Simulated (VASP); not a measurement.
Given:

```
TiO2
1.0
   -1.90147     1.90147     4.85247
    1.90147    -1.90147     4.85247
    1.90147     1.90147    -4.85247
Ti O
2 4
Cartesian
  0.00000   1.90147   2.42623
  0.00000   0.00000   0.00000
  0.00000   1.90147   0.42190
  0.00000   0.00000   7.70060
  0.00000   0.00000   2.00433
  0.00000   1.90147   4.43056
```

Calculation: PBE GGA, VASP's PBE PAW potentials (set 64) (plane waves; VASP). Numerical set-up: 520 eV cut-off, Gaussian smearing of 0.050 eV, potentials Ti_sv O.

Task: Give the energies of bands 14 to 27 at the high-symmetry points, in eV from the valence-band maximum.

Result: 
```json
[
 {"band": "14", "Γ": "-3.78", "X": "-4.31", "P": "-4.20", "N": "-4.13", "M": "-3.70", "S": "-3.68", "R": "-4.49"},
 {"band": "15", "Γ": "-3.78", "X": "-4.10", "P": "-4.16", "N": "-3.67", "M": "-3.62", "S": "-3.66", "R": "-3.80"},
 {"band": "16", "Γ": "-3.37", "X": "-4.10", "P": "-4.16", "N": "-3.60", "M": "-3.62", "S": "-3.66", "R": "-3.80"},
 {"band": "17", "Γ": "-1.99", "X": "-3.65", "P": "-3.67", "N": "-3.30", "M": "-1.97", "S": "-2.88", "R": "-3.51"},
 {"band": "18", "Γ": "-1.99", "X": "-3.65", "P": "-3.67", "N": "-2.08", "M": "-1.97", "S": "-2.85", "R": "-3.51"},
 {"band": "19", "Γ": "-1.96", "X": "-2.56", "P": "-2.86", "N": "-2.00", "M": "-1.33", "S": "-2.13", "R": "-2.68"},
 {"band": "20", "Γ": "-0.80", "X": "-2.56", "P": "-2.86", "N": "-1.90", "M": "-1.33", "S": "-1.79", "R": "-2.68"},
 {"band": "21", "Γ": "-0.80", "X": "-1.98", "P": "-1.55", "N": "-1.88", "M": "-1.24", "S": "-1.17", "R": "-1.81"},
 {"band": "22", "Γ": "-0.79", "X": "-1.98", "P": "-1.55", "N": "-0.88", "M": "-1.24", "S": "-0.90", "R": "-1.81"},
 {"band": "23", "Γ": "-0.42", "X": "-0.05", "P": "-0.24", "N": "-0.85", "M": "-0.10", "S": "-0.83", "R": "-0.09"},
 {"band": "24", "Γ": "-0.42", "X": "-0.05", "P": "-0.24", "N": "-0.64", "M": "-0.10", "S": "-0.83", "R": "-0.09"},
 {"band": "25", "Γ": "2.10", "X": "3.19", "P": "3.42", "N": "3.16", "M": "2.42", "S": "3.16", "R": "3.17"},
 {"band": "26", "Γ": "2.76", "X": "3.19", "P": "3.42", "N": "3.44", "M": "2.42", "S": "3.39", "R": "3.17"},
 {"band": "27", "Γ": "3.94", "X": "3.66", "P": "3.46", "N": "3.49", "M": "3.67", "S": "3.45", "R": "3.61"}
]
```

The gap is indirect, 2.10 eV, from the valence maximum at Γ-X at 0.89 to the conduction minimum at Γ.

The compound is TiO2 in the anatase structure, one of several forms; rutile is the usual stable one. It was relaxed first.
